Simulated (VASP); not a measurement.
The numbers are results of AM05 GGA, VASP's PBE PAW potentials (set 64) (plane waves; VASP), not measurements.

Input for VASP

### KPOINTS
```
kpoints
0
Gamma
  12 12 12
0 0 0
```

**INCAR**
```
# general
SYSTEM  = TiCo
PREC    = Accurate
ENCUT   = 520   # plane-wave cut-off (eV)
LREAL   = .False.   # projection in real space or not
LASPH   = .True.

# electronic loop
EDIFF   = 1E-7   # SCF stop (eV)
NELM    = 100
ALGO    = Normal   # blocked Davidson
LMAXMIX = 4

# smearing
ISMEAR  = 1   # Methfessel-Paxton
SIGMA   = 0.1

# functional
GGA     = AM   # AM05

# ions
ISIF    = 2

# output
LWAVE   = .False.
LCHARG  = .False.
```

File POSCAR:
```
TiCo
1
    2.9294561803     0.0000000000     0.0000000000
    0.0000000000     2.9294561803     0.0000000000
    0.0000000000     0.0000000000     2.9294561803
Ti Co
1 1
Direct
  0.0000000000   0.0000000000   0.0000000000
  0.5000000000   0.5000000000   0.5000000000
```

POTCAR, in this order: Ti_sv Co (PBE.64 set). Program: vasp_std.

Predict the energy per atom (σ→0), band gap (on the k-mesh).

The energy per atom (σ→0) is -8.198 eV/atom. The band gap (on the k-mesh) comes out as none (metal, semimetal or under 0.01 eV).

### OSZICAR
```
...
DAV:   9    -0.164106914522E+02   -0.19339E-01   -0.36424E-01  3424   0.613E+00    0.183E+00
DAV:  10    -0.163984741235E+02    0.12217E-01   -0.80542E-02  3454   0.365E+00    0.461E-01
DAV:  11    -0.163970390380E+02    0.14351E-02   -0.84693E-03  3114   0.113E+00    0.244E-01
DAV:  12    -0.163966372727E+02    0.40177E-03   -0.19069E-03  3680   0.424E-01    0.542E-02
DAV:  13    -0.163966028688E+02    0.34404E-04   -0.10347E-04  2818   0.104E-01    0.311E-02
DAV:  14    -0.163965969711E+02    0.58977E-05   -0.37787E-05  3470   0.600E-02    0.419E-03
DAV:  15    -0.163965969445E+02    0.26591E-07   -0.93488E-07  2652   0.114E-02
   1 F= -.16396597E+02 E0= -.16396141E+02  d E =-.136810E-02
```

The compound is TiCo in the CsCl type structure. It was relaxed first, which changed the volume by -6 %. The run is not spin-polarised, so no magnetic state was tried. The electron count is odd and the run is not spin-polarised, which forces a metal.
